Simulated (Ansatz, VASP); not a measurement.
# Cross-check of PtSe2 (Sudovikovite) between VASP and Ansatz

Aim: how closely do two programs agree when they are given the same cell, functional and k mesh? The cell is taken from a series of runs on this material, whose earlier steps may have relaxed, scaled, displaced or heated it; both programs get it as it stands.

Method: plane waves, with VASP 6.6.1 beside it; zone-centre phonons at LDA, in Ansatz 0.2.0.

### 1. The starting structure

Symmetry: P-3m1, No. 164, trigonal system. The conventional cell has a = 3.740 Å, b = 3.740 Å, c = 4.741 Å, α = 90.00°, β = 90.00°, γ = 120.00°. Nearest to Pt lie 6 Se at 2.50 Å. Se has 3 Pt at 2.50 Å nearest. Farther neighbours and most contacts between anions are not listed.

As a file:

```xyz
3
Lattice="3.7405 0.0000 0.0000 -1.8702 3.2394 0.0000 0.0000 0.0000 4.7409" Properties=species:S:1:pos:R:3 pbc="T T T"
Pt    0.0000    0.0000    0.0000
Se    0.0000    2.1596    1.2525
Se    1.8702    1.0798    3.4884
```

### 2. VASP: zone-centre phonons, LDA

Second derivatives magnify differences that forces hide, and they need a tight electronic threshold.

Lines of VASP's logs that name or quote its potential files are left out, and so is its time.

The input, INCAR:

```
SYSTEM = PtSe2
PREC = Accurate
ENCUT = 500
EDIFF = 1E-08
NELM = 120
ISMEAR = 0
SIGMA = 0.1
LREAL = .FALSE.
ALGO = Normal
GGA = PW92
NBANDS = 17
LASPH = .TRUE.
LORBIT = 11
LWAVE = .FALSE.
LCHARG = .FALSE.
ISIF = 2
IBRION = 8
GGA_COMPAT = .FALSE.
KPAR = 2
```

The input, POSCAR:

```
PtSe2
1.0
    3.7404969705      0.0000000000      0.0000000000
   -1.8702484853      3.2393653993      0.0000000000
    0.0000000000      0.0000000000      4.7409417250
Pt Se
1 2
Direct
    0.0000000000      0.0000000000      0.0000000000
    0.3333333333      0.6666666667      0.2641929520
    0.6666666667      0.3333333333      0.7358070480
```

The input, KPOINTS:

```
Automatic mesh
0
Gamma
9 9 4
0 0 0
```

Potentials, in the order of the species: Pt and Se (LDA family, release 64).

Command:

```console
$ mpirun -np 2 vasp_std
```

Numbers of over 12 decimals in the logs are rounded to 6 here.

Log:

```text
[banner, memory and clock lines left out]
running    2 mpi-ranks, on    1 nodes
 distrk:  each k-point on    1 cores,    2 groups
 distr:  one band on    1 cores,    1 groups

 POSCAR found type information on POSCAR PtSe
 POSCAR found :  2 types and       3 ions
|                                                                             |
|               ----> ADVICE to this user running VASP <----                  |
|                                                                             |
|     You enforced a specific xc type in the INCAR file but a different       |
|     [... a line on the potential file left out ...]
|     I HOPE YOU KNOW WHAT YOU ARE DOING!                                     |
|                                                                             |

 LDA part: xc-table for (Slater(with rela. corr.)+PW92), standard interpolation
 POSCAR, INCAR and KPOINTS ok, starting setup
 FFT: planning ... GRIDC
 FFT: planning ... GRID_SOFT
 FFT: planning ... GRID
 WAVECAR not read
 entering main loop
       N       E                     dE             d eps       ncg     rms          rms(c)
DAV:   1     0.105210429402E+03    0.10521E+03   -0.10039E+04  1510   0.111E+03
DAV:   2    -0.131183538936E+02   -0.11833E+03   -0.11497E+03  1844   0.217E+02
DAV:   3    -0.178411037760E+02   -0.47227E+01   -0.46880E+01  1745   0.440E+01
DAV:   4    -0.178749073368E+02   -0.33804E-01   -0.33791E-01  1843   0.406E+00
DAV:   5    -0.178752302753E+02   -0.32294E-03   -0.32293E-03  1839   0.381E-01    0.132E+01
DAV:   6    -0.173118453434E+02    0.56338E+00   -0.43889E+00  1498   0.188E+01    0.815E+00
DAV:   7    -0.171115625428E+02    0.20028E+00   -0.81699E-01  1493   0.919E+00    0.404E+00
DAV:   8    -0.170827060083E+02    0.28857E-01   -0.56918E-02  1637   0.175E+00    0.803E-01
DAV:   9    -0.170802232527E+02    0.24828E-02   -0.58673E-03  1689   0.718E-01    0.208E-01
DAV:  10    -0.170802101530E+02    0.13100E-04   -0.92369E-04  1677   0.204E-01    0.389E-02
DAV:  11    -0.170802033877E+02    0.67653E-05   -0.51903E-05  1785   0.648E-02    0.234E-02
DAV:  12    -0.170802026349E+02    0.75271E-06   -0.38645E-06  1681   0.142E-02    0.315E-03
DAV:  13    -0.170802024991E+02    0.13582E-06   -0.57695E-07  1752   0.615E-03    0.146E-03
DAV:  14    -0.170802024963E+02    0.28570E-08   -0.66817E-08  1746   0.194E-03
   1 F= -.17080202E+02 E0= -.17077810E+02  d E =-.478401E-02
 Linear response reoptimize wavefunctions to high precision
DAV:   1    -0.170802024962E+02    0.85038E-10   -0.76395E-09  1549   0.702E-04
DAV:   2    -0.170802024962E+02   -0.35016E-10   -0.17323E-10   815   0.880E-05
 Linear response DOF=           4
 Linear response progress:
  Degree of freedom:   1/  4
       N       E                     dE             d eps       ncg     rms          rms(c)
RMM:   1    -0.257525482788E+00   -0.25753E+00   -0.25965E-01  5499   0.330E+00
RMM:   2    -0.249647569764E+00    0.78779E-02   -0.72261E-03  4850   0.507E-01    0.190E-01
RMM:   3    -0.249510851625E+00    0.13672E-03   -0.36109E-04  5301   0.113E-01    0.114E-01
RMM:   4    -0.249980459394E+00   -0.46961E-03   -0.47645E-04  5489   0.117E-01    0.204E-02
RMM:   5    -0.250031230968E+00   -0.50772E-04   -0.32833E-05  5358   0.347E-02    0.887E-03
RMM:   6    -0.250074734256E+00   -0.43503E-04   -0.56153E-07  5615   0.525E-03    0.136E-03
RMM:   7    -0.250057070349E+00    0.17664E-04   -0.26548E-07  5608   0.178E-03    0.810E-04
RMM:   8    -0.250051881966E+00    0.51884E-05   -0.10463E-07  5632   0.824E-04    0.309E-04
RMM:   9    -0.250048539961E+00    0.33420E-05   -0.99002E-08  5558   0.872E-04    0.161E-04
RMM:  10    -0.250049032022E+00   -0.49206E-06   -0.16205E-07  5520   0.401E-04    0.246E-05
RMM:  11    -0.250049265604E+00   -0.23358E-06    0.19869E-08  5833   0.148E-04    0.144E-05
RMM:  12    -0.250049288633E+00   -0.23029E-07   -0.12126E-09  5948   0.119E-04    0.193E-06
RMM:  13    -0.250049311983E+00   -0.23350E-07   -0.39249E-08  6228   0.103E-04    0.158E-06
RMM:  14    -0.250049295075E+00    0.16908E-07   -0.28610E-08  5427   0.962E-05    0.118E-06
RMM:  15    -0.250049291024E+00    0.40504E-08   -0.22694E-08  5494   0.958E-05    0.135E-07
 first order change of Fermi-energy  -0.73307E-04
 force on displaced ion       1 direction 1 : -15.616   0.000   0.000
 Linear response progress:
  Degree of freedom:   2/  4
       N       E                     dE             d eps       ncg     rms          rms(c)
RMM:   1    -0.271722103732E+00   -0.27172E+00   -0.26861E-01  2532   0.332E+00
RMM:   2    -0.262892571646E+00    0.88295E-02   -0.72183E-03  2202   0.535E-01    0.203E-01
RMM:   3    -0.262572331623E+00    0.32024E-03   -0.65793E-04  2387   0.141E-01    0.116E-01
RMM:   4    -0.262833887320E+00   -0.26156E-03   -0.44005E-04  2463   0.109E-01    0.348E-02
RMM:   5    -0.262971610686E+00   -0.13772E-03   -0.89288E-06  2478   0.201E-02    0.141E-02
RMM:   6    -0.263024732227E+00   -0.53122E-04   -0.34268E-06  2336   0.101E-02    0.214E-03
RMM:   7    -0.263003666800E+00    0.21065E-04   -0.16378E-07  2529   0.205E-03    0.653E-04
RMM:   8    -0.262996242552E+00    0.74242E-05    0.96034E-09  2535   0.558E-04    0.115E-04
RMM:   9    -0.262995934524E+00    0.30803E-06   -0.21312E-08  2571   0.184E-04    0.551E-05
RMM:  10    -0.262996022987E+00   -0.88464E-07    0.41338E-08  2622   0.125E-04    0.147E-05
RMM:  11    -0.262995901550E+00    0.12144E-06    0.71150E-08  2690   0.820E-05    0.439E-06
RMM:  12    -0.262995939803E+00   -0.38253E-07    0.56439E-09  2587   0.755E-05    0.103E-06
RMM:  13    -0.262995949059E+00   -0.92560E-08   -0.75192E-09  2418   0.740E-05    0.352E-07
 first order change of Fermi-energy  -0.28611E-03
 force on displaced ion       1 direction 3 :  -0.000  -0.000 -15.647
 Linear response progress:
  Degree of freedom:   3/  4
       N       E                     dE             d eps       ncg     rms          rms(c)
RMM:   1    -0.782341235449E-01   -0.78234E-01    0.58748E-02 13442   0.153E+00
RMM:   2    -0.768027534501E-01    0.14314E-02   -0.16475E-03  8699   0.244E-01    0.109E-01
RMM:   3    -0.766854712460E-01    0.11728E-03   -0.51593E-05  9400   0.390E-02    0.619E-02
RMM:   4    -0.766329797633E-01    0.52491E-04   -0.31331E-05  9645   0.297E-02    0.660E-03
RMM:   5    -0.766347716774E-01   -0.17919E-05   -0.17173E-06  9670   0.514E-03    0.128E-03
RMM:   6    -0.766341105254E-01    0.66115E-06    0.40565E-08  9788   0.144E-03    0.361E-04
RMM:   7    -0.766330006440E-01    0.11099E-05    0.78991E-08  9913   0.456E-04    0.767E-05
RMM:   8    -0.766328355683E-01    0.16508E-06    0.11016E-08 10001   0.126E-04    0.378E-05
RMM:   9    -0.766327528620E-01    0.82706E-07   -0.23020E-08 10025   0.851E-05    0.181E-05
RMM:  10    -0.766326948982E-01    0.57964E-07   -0.32254E-08 10220   0.757E-05    0.299E-06
RMM:  11    -0.766327045656E-01   -0.96674E-08   -0.51518E-08 10048   0.677E-05    0.111E-06
 first order change of Fermi-energy  -0.26575E-04
 force on displaced ion       2 direction 1 :  -7.961   0.002   0.000
 Linear response progress:
  Degree of freedom:   4/  4
       N       E                     dE             d eps       ncg     rms          rms(c)
RMM:   1    -0.918881993404E-01   -0.91888E-01    0.52830E-02  3391   0.151E+00
RMM:   2    -0.895760078180E-01    0.23122E-02   -0.18941E-03  2293   0.259E-01    0.156E-01
RMM:   3    -0.893869762920E-01    0.18903E-03   -0.24664E-04  2483   0.778E-02    0.106E-01
RMM:   4    -0.892810218678E-01    0.10595E-03   -0.58760E-05  2438   0.477E-02    0.589E-02
RMM:   5    -0.892341103768E-01    0.46911E-04   -0.22626E-05  2492   0.238E-02    0.855E-03
RMM:   6    -0.892414191787E-01   -0.73088E-05    0.47764E-07  2511   0.387E-03    0.277E-03
RMM:   7    -0.892460694024E-01   -0.46502E-05   -0.25806E-07  2496   0.218E-03    0.734E-04
RMM:   8    -0.892446677918E-01    0.14016E-05   -0.53743E-08  2565   0.546E-04    0.145E-04
RMM:   9    -0.892444250405E-01    0.24275E-06   -0.49183E-08  2589   0.137E-04    0.471E-05
RMM:  10    -0.892443931092E-01    0.31931E-07   -0.13370E-08  2634   0.108E-04    0.834E-06
RMM:  11    -0.892444031164E-01   -0.10007E-07   -0.46770E-08  2678   0.833E-05    0.287E-06
RMM:  12    -0.892444011186E-01    0.19978E-08   -0.92785E-09  2451   0.792E-05    0.463E-07
 first order change of Fermi-energy  -0.71303E+00
 force on displaced ion       2 direction 3 :  -0.000   0.000 -10.062
 Linear response finished
```

From OUTCAR (step 2):

```text
ion  position               nearest neighbor table
   1  0.000  0.000  0.000-   2 2.50   3 2.50   3 2.50   2 2.50   3 2.50   2 2.50
   2  0.333  0.667  0.264-   1 2.50   1 2.50   1 2.50
   3  0.667  0.333  0.736-   1 2.50   1 2.50   1 2.50

  LATTYP: Found a hexagonal cell.
 ALAT       =     3.7404969705
 C/A-ratio  =     1.2674630570

 Subroutine GETGRP returns: Found 12 space group operations
 (whereof 12 operations were pure point group operations)

The static configuration has the point symmetry D_3d.

 Found     43 irreducible k-points:

   k-points           NKPTS =     43   k-points in BZ     NKDIM =     43   number of bands    NBANDS=     17

   dimension x,y,z NGX =    28 NGY =   28 NGZ =   36
   dimension x,y,z NGXF=    56 NGYF=   56 NGZF=   72

   ENCUT  =  500.0 eV  36.75 Ry    6.06 a.u.   6.82  6.82  8.64*2*pi/ulx,y,z

   NELECT =      22.0000    total number of electrons

 k-points in reciprocal lattice and weights: Automatic mesh
   0.00000000  0.00000000  0.00000000       0.003
   0.11111111  0.00000000  0.00000000       0.019
   0.22222222  0.00000000  0.00000000       0.019
   0.33333333  0.00000000  0.00000000       0.019
   0.44444444  0.00000000  0.00000000       0.019
   0.11111111  0.11111111  0.00000000       0.019
   0.22222222  0.11111111  0.00000000       0.037
   0.33333333  0.11111111  0.00000000       0.037
   0.44444444  0.11111111  0.00000000       0.019
[...]
0.33333333  0.22222222  0.50000000       0.037
   0.33333333  0.33333333  0.50000000       0.006

 average (electrostatic) potential at core
       1 -67.9740       2 -58.2244       3 -58.2244

  Total        0.3678355      0.3678355      0.3825436     -0.0000000     -0.0000000      0.0000000
  in kB       10.2591271     10.2591271     10.6693433     -0.0000000     -0.0000000      0.0000000
  external PRESSURE =      10.3958659 kB  Pullay stress =       0.0000000 kB

  energy-cutoff  :      500.00
  volume of cell :       57.45
      direct lattice vectors                 reciprocal lattice vectors
     3.740496971  0.000000000  0.000000000     0.267344155  0.154351220  0.000000000
    -1.870248485  3.239365399  0.000000000     0.000000000  0.308702439  0.000000000
     0.000000000  0.000000000  4.740941725     0.000000000  0.000000000  0.210928558

 POSITION                                       TOTAL-FORCE (eV/Angst)
 -----------------------------------------------------------------------------------
      0.00000      0.00000      0.00000        -0.000000      0.000000      0.000000
     -0.00000      2.15958      1.25252        -0.000000     -0.000000      0.145880
      1.87025      1.07979      3.48842         0.000000      0.000000     -0.145880
 -----------------------------------------------------------------------------------
    total drift:                                0.000000      0.000000     -0.000000

 Eigenvectors and eigenvalues of the dynamical matrix
 ----------------------------------------------------

   1 f  =    6.618945 THz    41.588061 2PiTHz  220.784256 cm-1    27.373747 meV
             X         Y         Z           dx          dy          dz
      0.000000  0.000000  0.000000    -0.000000   -0.000000   -0.668922
     -0.000000  2.159577  1.252523    -0.000000    0.000000    0.525615
      1.870248  1.079788  3.488418     0.000000    0.000000    0.525615

   2 f  =    6.614092 THz    41.557563 2PiTHz  220.622350 cm-1    27.353673 meV
             X         Y         Z           dx          dy          dz
      0.000000  0.000000  0.000000     0.207866   -0.635606    0.000000
     -0.000000  2.159577  1.252523    -0.163418    0.499693   -0.000000
      1.870248  1.079788  3.488418    -0.163418    0.499693    0.000000

   3 f  =    6.614092 THz    41.557563 2PiTHz  220.622350 cm-1    27.353673 meV
             X         Y         Z           dx          dy          dz
      0.000000  0.000000  0.000000     0.635606    0.207866   -0.000000
     -0.000000  2.159577  1.252523    -0.499693   -0.163418    0.000000
      1.870248  1.079788  3.488418    -0.499693   -0.163418   -0.000000

   4 f  =    6.170799 THz    38.772274 2PiTHz  205.835702 cm-1    25.520363 meV
             X         Y         Z           dx          dy          dz
      0.000000  0.000000  0.000000    -0.000000   -0.000000   -0.000000
     -0.000000  2.159577  1.252523    -0.000000    0.000000    0.707107
      1.870248  1.079788  3.488418     0.000000    0.000000   -0.707107

   5 f  =    5.009849 THz    31.477809 2PiTHz  167.110573 cm-1    20.719061 meV
             X         Y         Z           dx          dy          dz
      0.000000  0.000000  0.000000    -0.000000   -0.000000    0.000000
     -0.000000  2.159577  1.252523    -0.219799    0.672078    0.000000
      1.870248  1.079788  3.488418     0.219799   -0.672078    0.000000

   6 f  =    5.009849 THz    31.477809 2PiTHz  167.110573 cm-1    20.719061 meV
             X         Y         Z           dx          dy          dz
      0.000000  0.000000  0.000000     0.000000    0.000000   -0.000000
     -0.000000  2.159577  1.252523     0.672078    0.219799    0.000000
      1.870248  1.079788  3.488418    -0.672078   -0.219799   -0.000000

   7 f/i=    0.000609 THz     0.003827 2PiTHz    0.020319 cm-1     0.002519 meV
             X         Y         Z           dx          dy          dz
      0.000000  0.000000  0.000000    -0.000000    0.000000   -0.743332
     -0.000000  2.159577  1.252523    -0.000000    0.000000   -0.472999
      1.870248  1.079788  3.488418    -0.000000    0.000000   -0.472999

   8 f/i=    0.001079 THz     0.006778 2PiTHz    0.035984 cm-1     0.004462 meV
             X         Y         Z           dx          dy          dz
      0.000000  0.000000  0.000000    -0.053564    0.741571    0.000000
     -0.000000  2.159577  1.252523    -0.034067    0.471637    0.000000
      1.870248  1.079788  3.488418    -0.034067    0.471637    0.000000

   9 f/i=    0.001079 THz     0.006778 2PiTHz    0.035984 cm-1     0.004462 meV
             X         Y         Z           dx          dy          dz
      0.000000  0.000000  0.000000    -0.741571   -0.053564    0.000000
     -0.000000  2.159577  1.252523    -0.471637   -0.034067    0.000000
      1.870248  1.079788  3.488418    -0.471637   -0.034067    0.000000

 ELASTIC MODULI CONTR FROM IONIC RELAXATION (kBar)
 Direction    XX          YY          ZZ          XY          YZ          ZX
 --------------------------------------------------------------------------------
 XX        -667.0527   -416.4851   -584.2315      0.0000    256.2436     -0.0000
 YY        -416.4851   -667.0527   -584.2315      0.0000   -256.2436      0.0000
 ZZ        -584.2315   -584.2315   -630.0223      0.0000      0.0000     -0.0000
 XY           0.0000      0.0000      0.0000   -125.2838      0.0000    233.6273
 YZ         256.2436   -256.2436      0.0000      0.0000   -524.0965      0.0000
 ZX          -0.0000      0.0000     -0.0000    233.6273      0.0000   -435.6648
 --------------------------------------------------------------------------------
```

(Continued in part 2 of 2.)

[Lines on the potential files, build, host, timing and source positions are cut from VASP's logs without a mark.]

[Logs are printed without paths, hosts, clocks, repeated set-up lines and the standing remarks that a program may print on its own settings, such as how far it seeks lower states.]

[Hosts, paths, dates, database ids (printed as entryN), source tags and the programs' standing remarks are cut or masked in the printed files.]
